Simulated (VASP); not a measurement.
Runs of VASP 6.6.1 on P. Symmetry: Fm-3m, No. 225, cubic system. Conventional cell: a = 3.813 Å, b = 3.813 Å, c = 3.813 Å, α = 90.00°, β = 90.00°, γ = 90.00°. P (site symmetry m-3m) has 12 P at 2.70 Å as nearest neighbours. This isn't the form of P at room conditions, which is orthorhombic.

| spin | cell | k mesh | gap on the mesh (eV) | pressure (GPa) |
| --- | --- | --- | --- | --- |
| off | Fm-3m, 13.86 Å³/atom | 23 × 23 × 23 | none | 0.0 |
| non-collinear, zero start, SOC | Fm-3m, 13.86 Å³/atom | 14 × 14 × 14 | - | -0.1 |
| off | Fm-3m, 12.2 Å³/atom | 16 × 16 × 16 | none | 17.6 |
| off | Fm-3m, 14.42 Å³/atom | 16 × 16 × 16 | none | (a) |

Alike in all rows: task single point; level LDA; potentials or basis VASP PAW LDA potentials, release 64 (P); cutoff (eV) 520; smearing fermi-dirac 0.1 eV.

**Question.** Estimate the missing entries.

**Answer.** (a) -3.3.

Caveats: so large a pressure means that the cell lies far from this level's equilibrium, or that cutoff or potentials fall short (some runs).

A gap of «none» marks a metal or a gap under the smearing width.
